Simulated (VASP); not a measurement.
The system is Cu2B.

```
Cu B
1.0
     0.00000    3.28347    3.28347
     3.28347    0.00000    3.28347
     3.28347    3.28347    0.00000
Cu B
4 2
Cartesian
  0.8209 0.8209 0.8209
  0.8209 2.4626 2.4626
  2.4626 2.4626 0.8209
  2.4626 0.8209 2.4626
  3.2835 3.2835 3.2835
  4.9252 4.9252 4.9252
```

The cell was built by a generator and needn't be a form met in nature.

Base run:

```yaml
Program: VASP 6.6.1
Functional: PBEsol
Potentials_or_basis: VASP PAW PBE potentials, release 64 (Cu, B)
Cutoff: 520 eV
k_mesh: 5 × 5 × 5
Occupations: fermi-dirac, width 0.05 eV
Spin: no spin polarisation
Hubbard_terms: Cu d U = 4 eV
```

Its results: band gap on the k mesh none (metal or under the smearing width); pressure -9.2 GPa.

Task: After a change of settings the same cell gave: band gap on the k mesh none (metal or under the smearing width); pressure -8.5 GPa. Which change was it?
A. hubbard terms from Cu d U = 4 eV to Cu d U = 3 eV
B. hubbard terms from Cu d U = 4 eV to none
C. hubbard terms from Cu d U = 4 eV to Cu d U = 8 eV

Result: A.

Caveats: the PAW data sets were made with another functional, which shifts forces and pressure a little; U without spin polarisation on a metal has little footing; the U is typed as a test and isn't derived for this compound.
